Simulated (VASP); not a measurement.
MgSnO2:

```xyz
4
Lattice="-1.6713 1.6713 5.7840 1.6713 -1.6713 5.7840 1.6713 1.6713 -5.7840" Properties=species:S:1:pos:R:3 pbc="T T T"
Mg    1.6713    0.0000    2.8920
Sn    0.0000    0.0000    0.0000
O     0.0000    0.0000    3.9220
O     0.0000    0.0000    7.6459
```

The cell was built by a generator and needn't be a form met in nature.

```yaml
Program: VASP 6.6.1
Task: relaxation of cell and atoms
Functional: PBE
Potentials_or_basis: VASP PAW PBE potentials, release 64 (Mg, Sn_d, O)
Cutoff: 520 eV
k_mesh: 6 × 6 × 6
Occupations: gaussian, width 0.15 eV
Spin: no spin polarisation
```

At the start: pressure -6.9 GPa; volume 16.16 Å³/atom.

Q: How do energy, volume and symmetry change on relaxing?

A: Over 9 steps the energy falls by 204.8 meV/atom and the volume is 13.89 Å³/atom (-14.0 %); space group I-4m2 (No. 119, to 0.05 Å).

Step by step:
```
step  energy change (eV)  largest force (eV/Å)  pressure (GPa)  volume (Å³)
   1              0.0000                1.9140           -6.94        64.63
   2             -0.5067                1.6706           -1.42        58.30
   3             -0.6577                1.1032            7.89        52.60
   4             -0.7541                0.7725            2.59        54.14
   5             -0.7860                0.1878            3.73        53.62
   6             -0.8152                0.0249           -1.01        56.19
   7             -0.8168                0.0083           -0.45        55.73
   8             -0.8168                0.0117           -0.37        55.68
   9             -0.8194                0.0153           -0.27        55.55
```

Final structure:
```
CELL_PARAMETERS angstrom
-1.57989 1.57989 5.56412
1.57989 -1.57989 5.56412
1.57989 1.57989 -5.56412
ATOMIC_POSITIONS crystal
Mg 0.25000 0.75000 0.50000
Sn 0.00000 0.00000 0.00000
O 0.36171 0.36171 0.00000
O 0.63829 0.63829 0.00000
```

Caveat: the k mesh is coarse (spacing up to 0.44 Å⁻¹), so the values aren't converged.
